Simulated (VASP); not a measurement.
Method: PBEsol GGA, VASP's PBE PAW potentials (set 64) (plane waves; VASP).

The input files of a VASP run:

**POSCAR**
```
WAl
1
    0.0000000000     2.5439444595     2.5439444595
    2.5439444595     0.0000000000     2.5439444595
    2.5439444595     2.5439444595    -0.0000000000
W Al
1 1
Direct
  1.0000000000   0.0000000000   0.0000000000
  0.5000000000   0.5000000000   0.5000000000
```

### INCAR
```
SYSTEM = WAl
PREC = Accurate
ENCUT = 400
EDIFF = 1E-6
NELM = 100
ALGO = Normal
LREAL = .FALSE.
LASPH = .TRUE.
ISMEAR = 1
SIGMA = 0.1
GGA = PS
LMAXMIX = 6
LWAVE = .FALSE.
LCHARG = .FALSE.
IBRION = 2
ISIF = 3
NSW = 60
EDIFFG = -0.01
```

File KPOINTS:
```
Automatic mesh
0
Gamma
  11 11 11
```

POTCAR, in this order: W_sv Al (PBE.64 set). Program: vasp_std.

Unless said otherwise, spin-orbit coupling is left out, though it shifts the bands of the heavy elements here.

**Question.** Estimate the energy per atom (σ→0), volume per atom, band gap (on the k-mesh).

**Answer.** 
```
Item                                                        Result
------------------------  ----------------------------------------
energy per atom (σ→0)                               -7926 meV/atom
band gap (on the k-mesh)  none (metal, semimetal or under 0.01 eV)
volume per atom                                      16.42 Å³/atom
```

**OSZICAR**
```
...
   2 F= -.15851824E+02 E0= -.15851786E+02  d E =0.602815E-04
       N       E                     dE             d eps       ncg     rms          rms(c)
DAV:   1    -0.158542134065E+02   -0.23893E-02   -0.44081E-02  1364   0.293E+00    0.505E-01
DAV:   2    -0.158520912850E+02    0.21221E-02   -0.77613E-03  1368   0.903E-01    0.805E-02
DAV:   3    -0.158520283315E+02    0.62954E-04   -0.14303E-04  1392   0.131E-01    0.655E-02
DAV:   4    -0.158520044625E+02    0.23869E-04   -0.69453E-05  1364   0.839E-02    0.185E-02
DAV:   5    -0.158520040835E+02    0.37902E-06   -0.19228E-06  1176   0.163E-02
   3 F= -.15852004E+02 E0= -.15851956E+02  d E =-.119530E-03
```

The structure was generated: WAl was put into the rock salt type (Fm-3m), which need not be its known phase. This run relaxes it. Symmetry was kept, so distortions that lower it aren't found. The start is the result of an earlier pass. The electron count is odd and the run is not spin-polarised, which forces a metal.
